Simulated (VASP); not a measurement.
```yaml
crystal:
  lattice:
    - [0.00000, 2.69131, 2.69131]
    - [2.69131, 0.00000, 2.69131]
    - [2.69131, 2.69131, 0.00000]
  atoms:
    - { symbol: Cd, position: [0.00000, 0.00000, 0.00000] }
    - { symbol: F, position: [0.25000, 0.25000, 0.25000] }
    - { symbol: F, position: [0.75000, 0.75000, 0.75000] }
```

These are TPSS meta-GGA, VASP's PBE PAW potentials (set 64) (plane waves; VASP) values and carry that method's errors. Numerical set-up: 520 eV cut-off, 7×7×7 Γ-centred mesh, Gaussian smearing of 0.050 eV, potentials Cd F.

Give the stress tensor in GPa (positive for a compressed cell).

```
3.58  0.00  0.00
0.00  3.58  0.00
0.00  0.00  3.58
```
The pressure is its mean diagonal, 3.58 GPa.

The compound is CdF2 in the fluorite structure. This cell is one point of a volume scan, at 0.97 of the reference volume.
